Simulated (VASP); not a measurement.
Given:

```
CELL_PARAMETERS angstrom
      0.00000     4.12107     4.25812
      2.39001     0.00000     4.25812
      2.39001     4.12107     0.00000
ATOMIC_POSITIONS crystal
  Ti 0.50000 0.50000 0.50000
  Ti 0.75000 0.75000 0.75000
  Si 0.83722 0.16278 0.83722
  Si 0.16278 0.83722 0.16278
  Si 0.41278 0.08722 0.41278
  Si 0.08722 0.41278 0.08722
```

The numbers are results of r2SCAN meta-GGA, VASP's PBE PAW potentials (set 64) (plane waves; VASP), not measurements. Settings: 400 eV cut-off, 9×9×9 Γ-centred mesh, tetrahedra with Blöchl corrections, potentials Ti_sv Si.

**Question.** Give the energies of bands 10 to 23 at the high-symmetry points, in eV from the Fermi level.

**Answer.** 
```tsv
band	Γ	Y	T	Z	Σ0	C0	L
10	-7.03	-11.21	-9.47	-11.29	-9.22	-10.52	-10.02
11	-5.99	-5.76	-9.33	-5.25	-9.17	-8.27	-8.16
12	-5.77	-5.76	-9.33	-5.25	-8.87	-8.27	-6.11
13	-5.36	-5.09	-4.97	-5.19	-6.02	-2.88	-5.43
14	-4.04	-5.09	-4.97	-5.19	-3.65	-2.88	-4.90
15	-3.89	-2.61	-1.33	-3.15	-2.51	-2.51	-2.74
16	-2.76	-2.61	-1.33	-3.15	-2.19	-2.51	-2.72
17	-2.41	-2.49	-1.15	-1.76	-1.46	-1.81	-2.04
18	-2.30	-2.49	-1.15	-1.76	-0.43	-1.81	-1.09
19	-1.99	-0.90	-0.70	-1.04	0.08	-1.46	0.01
20	-1.55	-0.90	-0.70	-1.04	0.20	-1.46	0.20
21	-0.96	1.41	0.95	0.86	0.82	1.52	1.06
22	2.29	1.41	0.95	0.86	1.06	1.52	1.51
23	3.40	3.61	2.49	3.45	1.94	2.37	1.81
```

It has no gap at this level: it comes out as a metal or semimetal.

The structure comes from a computed database's TiSi2 entry (Fddd); how it stands against other phases isn't given here. It was relaxed first.
